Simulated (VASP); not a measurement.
Write the native input for VASP 6.6.1 that does the following.

- Task: single point
- Functional: r2SCAN
- Potentials or basis: VASP PAW PBE potentials, release 64 (Re, F, Bi_d)
- Cutoff: 520 eV
- k mesh: 5 × 5 × 6
- Occupations: fermi-dirac, width 0.1 eV
- Spin: no spin polarisation
- Dipole correction: no
- Further INCAR settings: ALGO = Normal; EDIFF = 1e-07; NBANDS = 50

The system is ReBi2F6.

```
Re F Bi
1.0
     2.53720    4.39455    0.00000
    -2.53720    4.39455    0.00000
     0.00000    0.00000    7.98305
Re F Bi
1 6 2
Cartesian
  0.0000 0.0000 0.0000
  -1.2635 5.1299 1.1409
  1.2635 5.1299 1.1409
  0.0000 7.3183 1.1409
  0.0000 1.4708 6.8421
  -1.2635 3.6592 6.8421
  1.2635 3.6592 6.8421
  0.0000 2.9297 3.3384
  0.0000 5.8594 4.6446
```

The cell was built by a generator and needn't be a form met in nature.

These files were run (other wordings do the same):

POSCAR

```
ReBi2F6
1.0
    2.5371964869      4.3945532241      0.0000000000
   -2.5371964869      4.3945532241      0.0000000000
    0.0000000000      0.0000000000      7.9830475978
Re F Bi
1 6 2
Direct
    0.0000000000      0.0000000000      0.0000000000
    0.3346807292      0.8326596354      0.1429171215
    0.8326596354      0.3346807292      0.1429171215
    0.8326596354      0.8326596354      0.1429171215
    0.1673403646      0.1673403646      0.8570828785
    0.1673403646      0.6653192708      0.8570828785
    0.6653192708      0.1673403646      0.8570828785
    0.3333333333      0.3333333333      0.4181910722
    0.6666666667      0.6666666667      0.5818089278
```

INCAR.step1

```
SYSTEM = ReBi2F6
PREC = Accurate
ENCUT = 520
ISMEAR = -1
SIGMA = 0.1
LREAL = .FALSE.
LASPH = .TRUE.
NELM = 100
NBANDS = 50
GGA = PE
ALGO = Normal
EDIFF = 1E-4
LWAVE = .TRUE.
LCHARG = .FALSE.
```

INCAR.step2

```
SYSTEM = ReBi2F6
PREC = Accurate
ENCUT = 520
EDIFF = 1E-7
ISMEAR = -1
SIGMA = 0.1
LREAL = .FALSE.
LASPH = .TRUE.
NELM = 100
ALGO = Normal
ISIF = 2
LWAVE = .FALSE.
LCHARG = .FALSE.
METAGGA = R2SCAN
LMIXTAU = .TRUE.
NBANDS = 50
ISTART = 1
```

KPOINTS

```
Automatic mesh
0
G
  5 5 6
  0 0 0
```

Potentials or basis: VASP PAW PBE potentials, release 64 (Re, F, Bi_d).

The run is started by

```sh
$ cat potpaw_PBE.64/Re/POTCAR potpaw_PBE.64/F/POTCAR potpaw_PBE.64/Bi_d/POTCAR > POTCAR
$ cp INCAR.step1 INCAR
$ mpirun -np 1 vasp_std > vasp.out
$ cp INCAR.step2 INCAR
$ mpirun -np 1 vasp_std > vasp.out
```

Results of the run:

```json
{
  "Pressure": "1.6 GPa",
  "Largest force": "0.588 eV/Å",
  "Band gap on the k mesh": "none (metal or under the smearing width)"
}
```

Caveat: the PAW data sets were made with another functional, which shifts forces and pressure a little; spin-orbit coupling is left out, which moves the levels of the heavy elements; an odd number of electrons without spin polarisation forces a metal; a magnetic or distorted state may lie lower.

Run time: 11 min on 1 thread of AMD EPYC 9R45 (Zen 5), with other jobs on the host, peak memory 0.4 GiB.
